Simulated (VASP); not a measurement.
The cell holds one NaI (rock salt) (110) slab, with vacuum along c, ions free to move until forces fall under 0.03 eV/Å, no reconstruction beyond this cell, dipole correction on. Ionisation potential and electron affinity count from the cell's own band edges, surface states included.

Here is the system:

```
NaI
1.0
    4.55877     0.00000     0.00000
    0.00000     6.44707     0.00000
    0.00000     0.00000    24.06438
Na I
4 4
Direct
  0.00000   0.00000   0.37004
  0.50000   0.50000   0.44468
  0.00000   0.00000   0.55532
  0.50000   0.50000   0.62996
  0.50000   0.00000   0.45578
  0.00000   0.50000   0.35544
  0.50000   0.00000   0.64456
  0.00000   0.50000   0.54422
```

The numbers are results of r2SCAN meta-GGA, VASP's PBE PAW potentials (set 64) (plane waves; VASP 6.6.1), not measurements. Settings: 400 eV cut-off, 5×3×1 Γ-centred mesh, Gaussian smearing of 0.050 eV, potentials Na_pv I.

Slab and bulk use different k-meshes, so the surface energy is good to a few per cent at best. Unless said otherwise, spin-orbit coupling is left out, though it shifts the bands of the heavy elements here.

Problem. Predict its surface energy, ionisation potential, electron affinity, band gap (on the k-mesh).

Solution. 
The surface energy is 0.24 J/m², the ionisation potential is 5.92 eV and the electron affinity comes out as 1.91 eV. The band gap (on the k-mesh) is 4.01 eV.

The cell is a thin slab with vacuum, built from NaI (rock salt): (110) face.
